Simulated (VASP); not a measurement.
```
CELL_PARAMETERS angstrom
      2.96029     0.00000     0.00000
      0.00000     2.96029     0.00000
      0.00000     0.00000     2.87406
ATOMIC_POSITIONS crystal
  Ga 0.00000 0.00000 0.00000
  Ni 0.50000 0.50000 0.50000
```

These are r2SCAN meta-GGA, VASP's PBE PAW potentials (set 64) (plane waves; VASP) values and carry that method's errors. Numerical set-up: 480 eV cut-off, 12×12×12 Γ-centred mesh, first-order Methfessel-Paxton smearing of 0.10 eV, potentials Ga_d Ni.

Problem. What does the run give for the energy per atom (σ→0), pressure, band gap (on the k-mesh) with the smallest direct gap where there is one?

Solution. 
The band gap (on the k-mesh) is none (metal, semimetal or under 0.01 eV), the energy per atom (σ→0) comes out as -1162.8 kJ/mol of atoms and the pressure comes out as -8.35 GPa.

Only differences to runs with the same potentials and settings are physical.

The structure comes from a computed database's GaNi entry (Pm-3m); how it stands against other phases isn't given here. This cell was strained or had an atom moved on purpose. The run is not spin-polarised, so no magnetic state was tried. The electron count is odd and the run is not spin-polarised, which forces a metal.
